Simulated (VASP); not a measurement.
A VASP calculation is set up with these files.

INCAR:
```
! general
SYSTEM  = InSb
PREC    = Accurate
ENCUT   = 400   ! plane-wave cut-off (eV)
LREAL   = .False.
LASPH   = .True.   ! aspherical one-centre terms

! electronic loop
EDIFF   = 1E-6   ! SCF stop (eV)
NELM    = 100
ALGO    = Normal   ! blocked Davidson
IMIX    = 4
AMIX    = 1.0
BMIX    = 1.0
LMAXMIX = 4   ! l cut-off of mixed one-centre charges

! smearing
ISMEAR  = 0
SIGMA   = 0.05   ! width (eV)

! functional
GGA     = PE   ! PBE

! ions
ISIF    = 2

! output
LWAVE   = .False.
LCHARG  = .False.
```

### POSCAR
```
InSb
1
    0.0000000000     3.2400000000     3.2400000000
    3.2400000000     0.0000000000     3.2400000000
    3.2400000000     3.2400000000     0.0000000000
In Sb
1 1
Direct
  0.0000000000   0.0000000000   0.0000000000
  0.2500000000   0.2500000000   0.2500000000
```

**KPOINTS**
```
kpoints
0
G
6 6 6
0 0 0
```

POTCAR, in this order: In_d Sb (PBE.64 set). Program: vasp_std.

Task: Translate this PBE calculation to Quantum ESPRESSO's pw.x.

Result: One equivalent input (not run):
```
&CONTROL
  calculation = 'scf'
  pseudo_dir = './pseudo'
  outdir = './out'
  tprnfor = .true.
  tstress = .true.
/
&SYSTEM
  ibrav = 0
  nat = 2
  ntyp = 2
  ecutwfc = 80
  occupations = 'smearing'
  smearing = 'gaussian'
  degauss = 0.003675
  input_dft = 'pbe'
/
&ELECTRONS
  conv_thr = 7.3e-08
  electron_maxstep = 100
/
ATOMIC_SPECIES
  In 114.818 In.upf
  Sb 121.760 Sb.upf
CELL_PARAMETERS angstrom
     0.0000000    3.2400000    3.2400000
     3.2400000    0.0000000    3.2400000
     3.2400000    3.2400000    0.0000000
ATOMIC_POSITIONS crystal
  In   0.0000000  0.0000000  0.0000000
  Sb   0.2500000  0.2500000  0.2500000
K_POINTS automatic
  6 6 6 0 0 0
```
What does not carry over: the potentials are each code's own (VASP's PAW set, PseudoDojo norm-conserving files in pw.x), so ENCUT and ecutwfc are chosen apart and not converted; conv_thr bounds pw.x's estimated SCF error, while EDIFF bounds the energy change between steps.

The compound is InSb in the zinc blende structure. The cell was not relaxed at this level. The run is one of a series of settings (AMIX = 1.0, BMIX = 1.0, IMIX = 4 against the base run), some of them coarse on purpose.
